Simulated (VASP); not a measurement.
These are LDA (Ceperley-Alder, Perdew-Zunger), VASP's LDA PAW potentials (set 64) (plane waves; VASP 6.6.1) values and carry that method's errors.

Input for VASP

KPOINTS:
```
Regular mesh
0
Gamma
 4 4 4
0 0 0
```

INCAR:
```
# general
SYSTEM =CsPbCl3
PREC   =Accurate
ENCUT  =500   # plane-wave cut-off (eV)
LREAL  =.False.
LASPH  =.True.

# electronic loop
EDIFF  =1E-6   # SCF stop (eV)
NELM   =100
ALGO   =Normal
LMAXMIX=4   # l cut-off of mixed one-centre charges

# smearing
ISMEAR =0   # Gaussian
SIGMA  =0.05   # width (eV)

# ions
IBRION =2   # conjugate gradients
NSW    =40   # most ionic steps
ISIF   =3   # ions, shape and volume
EDIFFG =-0.02   # ionic stop

# output
LWAVE  =.False.
LCHARG =.False.
```

File POSCAR:
```
CsPbCl3
1.0
  5.5267393132   0.0000000000   0.0000000000
  0.0000000000   5.5267393132   0.0000000000
  0.0000000000   0.0000000000   5.5267393132
Cs Pb Cl
1 1 3
Direct
  0.0000000000   0.0000000000   0.0000000000
  0.5000000000   0.5000000000   0.5000000000
  0.5000000000   0.0000000000   0.5000000000
  0.0000000000   0.5000000000   0.5000000000
  0.5000000000   0.5000000000   0.0000000000
```

POTCAR, in this order: Cs_sv Pb_d Cl (LDA.64 set). Program: vasp_std.

Unless said otherwise, spin-orbit coupling is left out, though it shifts the bands of the heavy elements here.

Question: What does the run give for the energy per atom (σ→0), band gap (on the k-mesh)?

Answer: 
```yaml
energy per atom (σ→0): -3.880 eV/atom
band gap (on the k-mesh): 1.51 eV
```

**OSZICAR**
```
...
DAV:   7    -0.194065349031E+02    0.50673E-01   -0.52870E-01   780   0.450E+00    0.171E+00
DAV:   8    -0.194026007760E+02    0.39341E-02   -0.74522E-02   804   0.229E+00    0.287E-01
DAV:   9    -0.193997384729E+02    0.28623E-02   -0.15122E-02   740   0.101E+00    0.102E-01
DAV:  10    -0.193998499281E+02   -0.11146E-03   -0.12438E-03   698   0.242E-01    0.289E-02
DAV:  11    -0.193998425877E+02    0.73405E-05   -0.10861E-04   716   0.710E-02    0.917E-03
DAV:  12    -0.193998410853E+02    0.15024E-05   -0.15287E-05   682   0.576E-02    0.490E-03
DAV:  13    -0.193998410935E+02   -0.82441E-08   -0.12457E-06   486   0.948E-03
   1 F= -.19399841E+02 E0= -.19399841E+02  d E =-.193998E+02
```

The compound is CsPbCl3 in the cubic perovskite structure, the ideal cubic form; the compound distorts at low or room temperature. It was relaxed first.
